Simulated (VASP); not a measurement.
A convergence study with VASP on WC (wc): one setting is varied, all else stays as given below, so the limit is that of these other settings. Each run relaxes cell and ions; the cell shown is the tightest run's result.

```
WC
1.0
    1.46202    -2.53229     0.00000
    1.46202     2.53229     0.00000
    0.00000     0.00000     2.84945
W C
1 1
Cartesian
  0.00000   0.00000   0.00000
  1.46202   0.84410   1.42472
```

These are PBE GGA, VASP's PBE PAW potentials (set 64) (plane waves; VASP) values and carry that method's errors. The tightest run used: 700 eV cut-off, 19×19×17 Γ-centred mesh, first-order Methfessel-Paxton smearing of 0.10 eV, potentials W_sv C.

The reference is 19×19×17 mesh, which took about 10 core-minutes. Times come from single runs on busy shared machines, so they are rough: good to a factor of about 2.

Question: Of the settings 2×2×2 mesh; 3×3×3 mesh; 4×4×4 mesh; 5×5×4 mesh; 6×6×5 mesh; 7×7×6 mesh; 8×8×7 mesh; 9×9×8 mesh; 10×10×9 mesh; 11×11×10 mesh; 12×12×10 mesh; 13×13×11 mesh; 14×14×12 mesh; 15×15×13 mesh; 16×16×14 mesh; 17×17×15 mesh; 18×18×16 mesh; 19×19×17 mesh, which is the lowest that keeps the difference from the reference in relaxed volume (Å³/atom) within 0.05 from there on, and what does it cost?

Answer: 4×4×4 mesh; its cost over the reference is about 1/20.
```json
[
 {"setting": "2×2×2 mesh", "difference in relaxed volume (Å³/atom)": "0.206", "cost over the reference": "about 1/20"},
 {"setting": "3×3×3 mesh", "difference in relaxed volume (Å³/atom)": "0.138", "cost over the reference": "about 1/30"},
 {"setting": "4×4×4 mesh", "difference in relaxed volume (Å³/atom)": "0.025", "cost over the reference": "about 1/20"},
 {"setting": "5×5×4 mesh", "difference in relaxed volume (Å³/atom)": "0.018", "cost over the reference": "about 1/20"},
 {"setting": "6×6×5 mesh", "difference in relaxed volume (Å³/atom)": "0.012", "cost over the reference": "about 1/10"},
 {"setting": "7×7×6 mesh", "difference in relaxed volume (Å³/atom)": "0.011", "cost over the reference": "about 1/10"},
 {"setting": "8×8×7 mesh", "difference in relaxed volume (Å³/atom)": "0.002", "cost over the reference": "about 1/9"},
 {"setting": "9×9×8 mesh", "difference in relaxed volume (Å³/atom)": "0.002", "cost over the reference": "about 1/6"},
 {"setting": "10×10×9 mesh", "difference in relaxed volume (Å³/atom)": "0.000", "cost over the reference": "about 1/6"},
 {"setting": "11×11×10 mesh", "difference in relaxed volume (Å³/atom)": "0.002", "cost over the reference": "about 1/4"},
 {"setting": "12×12×10 mesh", "difference in relaxed volume (Å³/atom)": "0.002", "cost over the reference": "about 1/4"},
 {"setting": "13×13×11 mesh", "difference in relaxed volume (Å³/atom)": "0.001", "cost over the reference": "about 1/3"},
 {"setting": "14×14×12 mesh", "difference in relaxed volume (Å³/atom)": "0.001", "cost over the reference": "about 1/2"},
 {"setting": "15×15×13 mesh", "difference in relaxed volume (Å³/atom)": "0.002", "cost over the reference": "about 1/2"},
 {"setting": "16×16×14 mesh", "difference in relaxed volume (Å³/atom)": "0.002", "cost over the reference": "within a factor of 2"},
 {"setting": "17×17×15 mesh", "difference in relaxed volume (Å³/atom)": "0.002", "cost over the reference": "within a factor of 2"},
 {"setting": "18×18×16 mesh", "difference in relaxed volume (Å³/atom)": "0.001", "cost over the reference": "within a factor of 2"},
 {"setting": "19×19×17 mesh", "difference in relaxed volume (Å³/atom)": "0.000", "cost over the reference": "reference"}
]
```

Left out are rungs that failed or repeat a setting and relaxations that didn't move; long series are thinned to 24 rows.

The compound is WC in the wc structure.
